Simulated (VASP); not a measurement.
These are PBEsol GGA, VASP's PBE PAW potentials (set 64) (plane waves; VASP 6.6.1) values and carry that method's errors.

VASP input:

**INCAR**
```
NSW  =  60
LASPH  =  .TRUE.
LCHARG  =  .FALSE.
LREAL  =  .FALSE.   ! projection in real space or not
PREC  =  Accurate
ALGO  =  Normal   ! blocked Davidson
SYSTEM  =  As2Se3
ISMEAR  =  1   ! Methfessel-Paxton
ISIF  =  3
SIGMA  =  0.1
NELM  =  100   ! most electronic steps
GGA  =  PS   ! PBEsol
EDIFFG  =  -0.02   ! ionic stop
LWAVE  =  .FALSE.
ENCUT  =  400   ! plane-wave cut-off (eV)
LMAXMIX  =  4   ! l cut-off of mixed one-centre charges
IBRION  =  2
EDIFF  =  1E-6
```

### KPOINTS
```
Automatic mesh
0
Gamma
5 5 5
0 0 0
```

### POSCAR
```
As2Se3
1.0
  3.3572000738   1.9382803289   6.1369988702
 -3.3572000738   1.9382803289   6.1369988702
  0.0000000000  -3.8765606578   6.1369988702
As Se
4 6
Cartesian
  0.0000000000   0.0000000000   6.2724169508
  0.0000000000  -0.0000000000   2.9330813545
  0.0000000000  -0.0000000000  12.1385796598
  0.0000000000   0.0000000000  15.4779152561
 -1.3137842071   1.9382803289  10.7397480229
 -1.0217079333  -2.1069106410  10.7397480228
  2.3354921405   0.1686303121  10.7397480228
  1.3137842071  -1.9382803289   7.6712485878
  1.0217079333   2.1069106410   7.6712485878
 -2.3354921405  -0.1686303121   7.6712485878
```

POTCAR, in this order: As Se (PBE.64 set). Program: vasp_std.

Task: Predict the energy per atom (σ→0), band gap (on the k-mesh).

Result: 
energy per atom (σ→0): -4.365 eV/atom
band gap (on the k-mesh): none (metal, semimetal or under 0.01 eV)

File OSZICAR:
```
...
DAV:   6    -0.436569624982E+02    0.59918E+00   -0.17845E+00  1576   0.453E+00    0.576E+00
DAV:   7    -0.436584364220E+02   -0.14739E-02   -0.29507E-01  1584   0.207E+00    0.243E+00
DAV:   8    -0.436547285466E+02    0.37079E-02   -0.20449E-02  1808   0.624E-01    0.212E-01
DAV:   9    -0.436546762197E+02    0.52327E-04   -0.23850E-03  1684   0.227E-01    0.741E-02
DAV:  10    -0.436547127736E+02   -0.36554E-04   -0.27032E-04  1768   0.673E-02    0.327E-02
DAV:  11    -0.436547160399E+02   -0.32662E-05   -0.70293E-05  1836   0.344E-02    0.632E-03
DAV:  12    -0.436547159485E+02    0.91336E-07   -0.98427E-06  1608   0.142E-02
   1 F= -.43654716E+02 E0= -.43654496E+02  d E =-.436547E+02
```

The structure was generated: As2Se3 was put into the corundum type (R-3c), which need not be its known phase. It was relaxed first, which changed the volume by +15 %. The start is the result of an earlier pass.
